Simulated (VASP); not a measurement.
**ScCu: single point with LDA**

ScCu:

```
CELL_PARAMETERS angstrom
3.25600 0.00000 0.00000
0.00000 3.25600 0.00000
0.00000 0.00000 3.25600
ATOMIC_POSITIONS crystal
Sc 0.50000 0.50000 0.50000
Cu 0.00000 0.00000 0.00000
```

```
Program             : VASP 6.6.1
Task                : single point
Functional          : LDA
Potentials or basis : VASP PAW LDA potentials, release 64 (Sc_sv, Cu)
Cutoff              : 520 eV
k mesh              : 6 × 6 × 6
Occupations         : gaussian, width 0.1 eV
Spin                : no spin polarisation
```

| Quantity | Value |
| --- | --- |
| Pressure | -6.8 GPa |
| Band gap on the k mesh | none (metal or under the smearing width) |

Levels at points of the mesh, in eV from the Fermi level:
```
           k point  band 9  band 10  band 11  band 12  band 13  band 14
(0.00, 0.00, 0.00)   -2.96    -2.96     0.55     0.55     3.21     3.21
(0.50, 0.00, 0.00)   -3.06    -2.86    -2.04     0.33     1.44     1.44
(0.50, 0.50, 0.00)   -2.61    -1.76     0.28     0.28     0.93     2.56
(0.50, 0.50, 0.50)   -2.60    -1.37    -1.37    -1.37     3.12     3.91
```

Wall time 4.9 s on 1 thread of Intel(R) Xeon(R) Platinum 8488C (Sapphire Rapids), with other jobs on the host, peak memory 0.13 GiB.
